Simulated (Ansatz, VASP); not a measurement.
**HF (liquid hydrogen fluoride at 293 K) in two plane-wave programs**

Aim: how closely do two programs agree when they are given the same cell, functional and k mesh? The cell is taken from a series of runs on this material, whose earlier steps may have relaxed, scaled, displaced or heated it; both programs get it as it stands.

Method: plane waves, with VASP 6.6.1 beside it; single point at PBE, in Ansatz 0.2.0.

### 1. Set-up

The cell holds 112 atoms: 56 F and 56 H. Cell: a = 12.256 Å, b = 12.256 Å, c = 12.256 Å, α = 90.0°, β = 90.0°, γ = 90.0°. As first built, before any earlier steps moved the atoms (in the runner's words): 56 hydrogen fluoride placed at random, at 1.01 g/cm^3; overlaps pushed apart, then 10 ps at 393 K with a harmonic two-site HF with charges of 0.5 e and a 12-6 site on F. Snapshot after 20 ps at 293 K and fixed volume. The density is a measured one.

### 2. VASP: single point, PBE

With cell and atoms fixed, the geometry can't cause a difference; cores, projectors, grids and the points listed under the comparison can.

Lines of VASP's logs that name or quote its potential files are left out, and so is its time.

File INCAR:

```
SYSTEM = HF
PREC = Accurate
ENCUT = 600
EDIFF = 1E-06
NELM = 120
ISMEAR = -1
SIGMA = 0.05
LREAL = Auto
ALGO = Normal
GGA = PE
NBANDS = 304
LORBIT = 11
LWAVE = .FALSE.
LCHARG = .FALSE.
ISIF = 2
LASPH = .TRUE.
GGA_COMPAT = .FALSE.
EFERMI = MIDGAP
NCORE = 4
```

File POSCAR:

```
HF
1.0
   12.2558200000      0.0000000000      0.0000000000
    0.0000000000     12.2558200000      0.0000000000
    0.0000000000      0.0000000000     12.2558200000
F H
56 56
Direct
    0.3437000000      0.4257400000      0.2985800000
    0.1541100000      0.6844200000      0.1929800000
    0.7497000000      0.7459400000      0.5596700000
    0.6471100000      0.5037500000      0.9577500000
    0.9717300000      0.8138800000      0.0888500000
    0.9827200000      0.4913700000      0.5803600000
    0.0986400000      0.7085700000      0.4475900000
    0.2422100000      0.2657300000      0.3209200000
    0.5953000000      0.0830500000      0.6220400000
    0.8603300000      0.2626400000      0.5304800000
    0.3203900000      0.4502600000      0.8024100000
    0.9034400000      0.4491300000      0.9977100000
    0.8068000000      0.5472300000      0.2813300000
    0.6466900000      0.9083000000      0.5863200000
    0.9415400000      0.1368400000      0.8193100000
    0.1439000000      0.8895900000      0.9096400000
    0.2044000000      0.7846200000      0.0486500000
    0.6885800000      0.6714900000      0.1245400000
    0.1129100000      0.1684400000      0.4058100000
    0.1731400000      0.9611900000      0.2321400000
    0.7946300000      0.7794900000      0.7902200000
    0.9008800000      0.9873900000      0.1413700000
    0.8319700000      0.9303000000      0.4042900000
    0.3438300000      0.1605500000      0.9485200000
    0.3599700000      0.8043500000      0.8132400000
    0.2801800000      0.3348600000      0.9570600000
    0.7975000000      0.3217200000      0.9008900000
    0.3795900000      0.6272500000      0.8200200000
    0.1782700000      0.0822400000      0.0977400000
    0.6972100000      0.1730900000      0.9353200000
[... 76 atom lines left out ...]
    0.0804200000      0.4738300000      0.5453300000
    0.0487000000      0.4347000000      0.2016500000
    0.8802400000      0.1387000000      0.7338000000
    0.7968300000      0.6660600000      0.6003000000
    0.3685900000      0.6620000000      0.2137400000
    0.1538700000      0.7973500000      0.4241000000
```

File KPOINTS:

```
Automatic mesh
0
Gamma
1 1 1
0 0 0
```

Potentials, in the order of the species: F and H (PBE family, release 64).

The run is started by

```sh
mpirun -np 16 vasp_gam
```

Numbers of over 12 decimals in the logs are rounded to 6 here.

What it wrote:

```text
[banner, memory and clock lines left out]
running   16 mpi-ranks, on    1 nodes
[...]
LDA part: xc-table for (Slater+PW92), standard interpolation
 POSCAR, INCAR and KPOINTS ok, starting setup
[...]
entering main loop
       N       E                     dE             d eps       ncg     rms          rms(c)
DAV:   1     0.466853738111E+04    0.46685E+04   -0.27244E+05   648   0.152E+03
DAV:   2    -0.219557142584E+01   -0.46707E+04   -0.44890E+04   736   0.371E+02
DAV:   3    -0.476554431859E+03   -0.47436E+03   -0.47191E+03   704   0.123E+02
DAV:   4    -0.484036787162E+03   -0.74824E+01   -0.74644E+01   720   0.175E+01
[...]
DAV:  17    -0.456127454738E+03   -0.27325E-04   -0.18513E-05   664   0.165E-02    0.128E-02
DAV:  18    -0.456127461647E+03   -0.69094E-05   -0.12726E-05   632   0.158E-02    0.439E-03
DAV:  19    -0.456127462640E+03   -0.99306E-06   -0.74610E-06   696   0.844E-03
   1 F= -.45612746E+03 E0= -.45612746E+03  d E =0.000000E+00
```

Parts of OUTCAR (step 2):

```text
  FREE ENERGIE OF THE ION-ELECTRON SYSTEM (eV)
  ---------------------------------------------------
  free  energy   TOTEN  =      -456.1274626404 eV

  energy  without entropy=     -456.1274626404  energy(sigma->0) =     -456.12746264
```

The run ends at a pressure of 3.44 GPa, with forces up to 4.1 eV/Å.

### 3. Ansatz: single point, PBE

Ansatz runs on its default PAW (the set named soft_2) files.

The same cell, functional, mesh and smearing now go to Ansatz, which takes its cutoff from its data sets.

File input.yaml:

```yaml
crystal:
  lattice:
    - [12.25582, 0.0, 0.0]
    - [0.0, 12.25582, 0.0]
    - [0.0, 0.0, 12.25582]
  atoms:
    - { symbol: F, position: [0.3437, 0.42574, 0.29858] }
    - { symbol: H, position: [0.3709, 0.48259, 0.25067] }
    - { symbol: F, position: [0.15411, 0.68442, 0.19298] }
    - { symbol: H, position: [0.11148, 0.62196, 0.21447] }
    - { symbol: F, position: [0.7497, 0.74594, 0.55967] }
    - { symbol: H, position: [0.71007, 0.81694, 0.55949] }
    - { symbol: F, position: [0.64711, 0.50375, 0.95775] }
    - { symbol: H, position: [0.6686, 0.57868, 0.94424] }
    - { symbol: F, position: [0.97173, 0.81388, 0.08885] }
    - { symbol: H, position: [0.96172, 0.74331, 0.05217] }
    - { symbol: F, position: [0.98272, 0.49137, 0.58036] }
    - { symbol: H, position: [0.91728, 0.52213, 0.60921] }
    - { symbol: F, position: [0.09864, 0.70857, 0.44759] }
    - { symbol: H, position: [0.02827, 0.69003, 0.42228] }
    - { symbol: F, position: [0.24221, 0.26573, 0.32092] }
    - { symbol: H, position: [0.2933, 0.32794, 0.31024] }
    - { symbol: F, position: [0.5953, 0.08305, 0.62204] }
    - { symbol: H, position: [0.56917, 0.14917, 0.66216] }
    - { symbol: F, position: [0.86033, 0.26264, 0.53048] }
    - { symbol: H, position: [0.86024, 0.20151, 0.58178] }
    - { symbol: F, position: [0.32039, 0.45026, 0.80241] }
    - { symbol: H, position: [0.28784, 0.39654, 0.84742] }
    - { symbol: F, position: [0.90344, 0.44913, 0.99771] }
    - { symbol: H, position: [0.86385, 0.39519, 0.95751] }
    - { symbol: F, position: [0.8068, 0.54723, 0.28133] }
    - { symbol: H, position: [0.80961, 0.4762, 0.3149] }
    - { symbol: F, position: [0.64669, 0.9083, 0.58632] }
    - { symbol: H, position: [0.63171, 0.98343, 0.58177] }
    - { symbol: F, position: [0.94154, 0.13684, 0.81931] }
    - { symbol: H, position: [0.00174, 0.12615, 0.86312] }
[... 76 atom lines left out ...]
    - { symbol: F, position: [0.83164, 0.59983, 0.63026] }
    - { symbol: H, position: [0.79683, 0.66606, 0.6003] }
    - { symbol: F, position: [0.37858, 0.58529, 0.19825] }
    - { symbol: H, position: [0.36859, 0.662, 0.21374] }
    - { symbol: F, position: [0.17267, 0.86606, 0.39063] }
    - { symbol: H, position: [0.15387, 0.79735, 0.4241] }
kpoints:
  mp_grid: { grid: [1, 1, 1] }
hamiltonian:
  xc: pbe
scf:
  occupations: { method: fermi_dirac, width: 0.05 }
output:
  forces: true
  stress: true
  populations: intrinsic
  dos:
    method: { smearing: { sigma: 0.08 } }
    de: 0.1
    projected: { site_lists: { F: [F], H: [H] } }
  eigenvalues: true
  write_density: true
  write_potential: true
  volumetric_format: npy
  elf: true
```

The run is started by

```sh
ansatz run input.yaml --threads 8 --pin off --max-ram 15872MiB --backend cpu --events-out ev --progress --plain --runs-dir out
```

What it wrote:

```text
Engine: ansatz 0.2.0, x86_64-unknown-linux-gnu
Pseudopotentials: kind: paw
Pseudopotential: F, paw, valence charge 7, recommended cutoff 420 eV (normal), F.paw.azcp
Pseudopotential: H, paw, valence charge 1, recommended cutoff 420 eV (normal), H.paw.azcp
Functional definition: PBE
  parameter kappa = 0.804
  parameter beta = 0.066725
  exchange = pbe_x(kappa = kappa, mu = beta*pi^2/3)
  correlation = pbe_c(beta = beta)
Crystal: 112 atoms, lattice volume = 1840.887 Å³
Basis set: ecut = 420 eV, 36041 PW (Γ), exchange–correlation on 180×180×180 points (8 copies of the dense FFT grid, shifted against one another)
Bands: 336, of which v1, the nominal top of the filled ones, is band 224 counted from 1 (223 counted from 0)
Symmetry: 1 space group operations
Space group: P1 (ITA 1), of the structure as read, at distance tolerance 1.2e-4 Å
k-points: 1
Non-local potential: F, projectors of the file, l = 0: 2, l = 1: 2, l = 2: 1
Non-local potential: H, projectors of the file, l = 0: 2, l = 1: 1
PAW form: soft (Blöchl's): semilocal exchange-correlation on the pseudo side does not see the compensation charge
PAW one-centre angular grid: F, 110 points (default); XC on 64 Gauss nodes
PAW one-centre angular grid: H, 110 points (default); XC on 64 Gauss nodes
Initial density: superposition of atomic densities (neutral atoms: chi_scale 0, normalization atom), corrected by the library's trained network
Initial wavefunctions: pseudopotential atomic-orbital guess
Functional: x = pbe(κ = 0.804, μ = 0.219515), c = pbe(β = 0.066725)
SCF iter   1: F=—  HF=-46167.609137 eV  |F-HF|=—  |Δ(HF+E_count)|=         —  Δρ=3.95e-3  dr2=2.47e-1  ethr=1.77e-3  ⟨swp⟩=5.0  Hψ=1263  notcnv=0  defer=95
preconditioner: auto → Resta (q_TF=auto, 2.156 Å⁻¹)  ε∞=1.9  [insulator: Δε(μ)=7.529 eV  Ē_g=19.732 eV  σ=0.050 eV  W_gap=1.00  n_scr=304 (ndim 8)  ℏωp=18.3 eV  f_vac=0.499  D(μ)=0.00/eV (n_scr^D=0)  ε∞_Penn≈1.9  vacuum switching on, ρ_ref=2.8e-2 e/Å³]
SCF iter   2: F=—  HF=-46167.532575 eV  |F-HF|=—  |Δ(HF+E_count)|=   7.66e-2  Δρ=1.73e-3  dr2=4.19e-2  ethr=5.52e-5  ⟨swp⟩=2.0  Hψ=534  notcnv=0  defer=105
SCF iter   3: F=—  HF=-46167.528264 eV  |F-HF|=—  |Δ(HF+E_count)|=   4.31e-3  Δρ=6.53e-4  dr2=6.98e-3  ethr=9.36e-6  ⟨swp⟩=2.0  Hψ=462  notcnv=0  defer=105
SCF iter   4: F=—  HF=-46167.527759 eV  |F-HF|=—  |Δ(HF+E_count)|=   5.04e-4  Δρ=1.99e-4  dr2=3.44e-4  ethr=1.56e-6  ⟨swp⟩=2.0  Hψ=443  notcnv=0  defer=105
SCF iter   5: F=—  HF=-46167.527774 eV  |F-HF|=—  |Δ(HF+E_count)|=   1.47e-5  Δρ=6.87e-5  dr2=4.00e-5  ethr=7.68e-8  ⟨swp⟩=3.0  Hψ=512  notcnv=0  defer=105
SCF iter   6: F=—  HF=-46167.531015 eV  |F-HF|=—  |Δ(HF+E_count)|=   3.24e-3  Δρ=1.78e-5  dr2=2.00e-6  ethr=8.94e-9  ⟨swp⟩=2.0  Hψ=560  notcnv=0  defer=105
SCF iter   7: F=—  HF=-46167.531015 eV  |F-HF|=—  |Δ(HF+E_count)|=   1.77e-7  Δρ=4.93e-6  dr2=2.01e-7  ethr=4.47e-10  ⟨swp⟩=2.0  Hψ=455  notcnv=0  defer=105
SCF iter   8: F=-46167.531015 eV  HF=-46167.531015 eV  |F-HF|=1.94e-8  |Δ(HF+E_count)|=   2.72e-8  Δρ=1.67e-6  dr2=2.79e-8  ethr=2.23e-11  ⟨swp⟩=23.0  Hψ=3535  notcnv=0
SCF 1 converged in 8 iterations: F = -46167.531015 eV  dr2 = 2.79e-8
  greatest PAW one-centre occupation: 0.930 electrons in one spin orbital (limit 2), on the F atom at site 24 (counted from 0), in its partial waves of l = 0
[...]
atom  64  H      0.02039285    -0.03337970     0.21079840
  atom  65  F      0.01486549     0.55313009     0.33505671
  atom  66  H     -0.01540954    -0.05537265    -0.30339852
  atom  67  F     -0.79850502    -0.08184094     1.17843889
  atom  68  H     -0.03610832    -0.66245187     0.00168984
  atom  69  F      0.66013889     0.03672217    -0.58790019
  atom  70  H     -0.44840501     0.04736663     0.47513303
  atom  71  F     -0.63900994    -0.99018346    -0.45944966
  atom  72  H     -0.27417743     0.67841916    -0.34125510
  atom  73  F      1.14177713     0.00650018     0.68681206
  atom  74  H     -1.46256475    -0.09657841     0.05053611
  atom  75  F     -2.37445362    -1.51806287     1.18312630
  atom  76  H      1.46456003     1.00349404    -0.52045671
  atom  77  F      0.22386087     0.12465674    -0.13843936
  atom  78  H     -0.21328445     0.56095595    -0.26676408
  atom  79  F      0.52636357     0.00707907     0.64562451
  atom  80  H     -0.55443225    -0.11160789    -0.21098452
  atom  81  F      0.65202422     0.61724334    -1.19438519
  atom  82  H     -0.35240847    -0.15105196     0.24654858
  atom  83  F      0.26249454    -1.30866330    -0.58618013
  atom  84  H     -0.00137832     0.80073978     0.72122369
  atom  85  F     -0.85543894    -0.43879323     0.52172792
  atom  86  H      0.67297756     1.22097696     0.06567711
  atom  87  F     -1.43470631    -0.62596368    -0.59481619
[...]
atom 105  F     -0.40850324    -0.66316524     0.01403984
  atom 106  H     -0.11332524     0.04859811    -0.51106539
  atom 107  F      0.20115291    -1.00964059     0.81864168
  atom 108  H      0.28063691    -0.38133077     0.26008148
  atom 109  F      0.17655761     0.37419931    -0.69858046
  atom 110  H      0.25028358     0.23232929     0.32831281
  atom 111  F      0.91115900     1.44130757     0.46002943
  atom 112  H     -0.66677997    -0.55974874    -0.22839455
  max |Σ_I F_I| component: 1.20e-4 eV/Å
--- Stress (GPa, compression-positive) ---
        3.574466       1.065500       0.253956
        1.065500       4.390137      -1.181032
        0.253956      -1.181032       2.747982
  P = ⅓ Tr σ = 3.5709 GPa (35.709 kbar)
--- Band table (eV) ---
  k-point 0: bands = [... 220 lower, -6.2010, -6.1667, -6.1568, -6.1116, 1.3034, 2.3313, 2.4773, 2.5074, ... 108 higher]
--- intrinsic populations: 112 sites ---
  site symbol       q [e]
     0      F      7.4638
     1      H      0.5173
     2      F      7.4447
     3      H      0.5107
     4      F      7.4551
     5      H      0.5169
     6      F      7.5034
     7      H      0.5191
     8      F      7.4825
     9      H      0.5209
    10      F      7.4718
    11      H      0.5094
    12      F      7.4552
    13      H      0.5136
    14      F      7.4789
    15      H      0.5202
    16      F      7.4932
    17      H      0.5099
    18      F      7.4853
    19      H      0.5266
    20      F      7.4781
    21      H      0.5089
    22      F      7.4845
    23      H      0.5133
[...]
104      F      7.4728
   105      H      0.5249
   106      F      7.5149
   107      H      0.5250
   108      F      7.4607
   109      H      0.5124
   110      F      7.4761
   111      H      0.5199
  spilling = -0.000000 (of n_electrons = 448.000000)
```

The column dr2 measures how far the density is from self-consistency, as an energy; F and HF (Harris–Foulkes) agree once it is small.

### 4. Differences

Known differences besides the potentials themselves: the cutoff is 420 eV in Ansatz and 600 eV in VASP (PREC = Accurate, projectors in real space). Total energies have different zeros and are not compared.

Both answers:

| quantity | Ansatz | VASP | difference |
| --- | --- | --- | --- |
| pressure (GPa) | 3.57 | 3.44 | +0.13 |
| gap on the k mesh (eV) | 7.415 | 7.392 | +0.023 |

Forces on 8 of the 112 atoms, those with the largest forces and the largest differences (eV/Å; atoms numbered as in POSCAR):

| atom | Ansatz x, y, z | VASP x, y, z |
| --- | --- | --- |
| F15 | -2.674, 0.546, -1.427 | -2.955, 0.582, -1.681 |
| F19 | -1.694, -1.903, 1.700 | -1.933, -2.093, 1.806 |
| F25 | -0.172, 3.042, -0.623 | -0.163, 3.323, -0.613 |
| F29 | 0.320, 2.704, -2.595 | 0.297, 2.924, -2.868 |
| F38 | -2.374, -1.518, 1.183 | -2.560, -1.722, 1.363 |
| F50 | 2.225, 2.021, 2.073 | 2.534, 2.194, 2.292 |
| H85 | -0.206, -1.461, 1.453 | -0.204, -1.728, 1.750 |
| H106 | -2.142, -1.709, -1.746 | -2.424, -1.871, -1.964 |

The forces differ by 140 meV/Å r.m.s., which is 16.1 % of the r.m.s. force of 0.871 eV/Å (both taken over all components). A gap on the mesh is an upper bound, since the band edges may lie between its points.

### 5. Results

* r.m.s. force difference (single point, PBE): 16 % of the r.m.s. force

What this shows: The r.m.s. force difference is 16 % of the r.m.s. force (single point, PBE), beyond the 3 % picked in this series as the mark of a large difference. What causes the difference of the single point, PBE pair stays open here. Such differences can come from data sets, numerical settings and the points named under the comparisons, not from the functional's error against experiment.

[Lines on the potential files, build, host, timing and source positions are cut from VASP's logs without a mark.]

[Logs are printed without paths, hosts, clocks, repeated set-up lines and the standing remarks that a program may print on its own settings, such as how far it seeks lower states.]

[Hosts, paths, dates, database ids (printed as entryN), source tags and the programs' standing remarks are cut or masked in the printed files.]
